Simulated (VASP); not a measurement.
The system is F2CH2, in a box.

```xyz
5
Lattice="12.0000 0.0000 0.0000 0.0000 11.0000 0.0000 0.0000 0.0000 11.0000" Properties=species:S:1:pos:R:3 pbc="T T T"
F     4.9311    5.7466    6.2312
F     7.0949    5.3762    6.2462
C     6.0145    5.5384    5.4507
H     5.8617    4.6225    4.8735
H     6.1697    6.4195    4.8219
```

Base run:

| Quantity | Value |
| --- | --- |
| Program | VASP 6.6.1 |
| Functional | PBE |
| Potentials or basis | VASP PAW PBE potentials, release 64 (F, C, H) |
| Cutoff | 520 eV |
| k mesh | 1 × 1 × 1 |
| Occupations | gaussian, width 0.01 eV |
| Spin | no spin polarisation |

Its results: gap between the frontier levels 7.56 eV; largest force 1.181 eV/Å.

**Question.** The run is repeated on the same cell with these changes: functional from PBE to HSE06; potentials or basis from VASP PAW PBE potentials, release 64 (F, C, H) to VASP PAW PBE potentials, release 64 (F_h, C_h, H_h); cutoff from 520 eV to 900 eV. What comes out?

**Answer.** Gap between the frontier levels 9.12 eV; largest force 0.113 eV/Å.

Caveats: the PAW data sets were made with another functional, which shifts forces and pressure a little (some runs).

A k mesh can miss the band edges.

Not every run made on this cell is shown here.
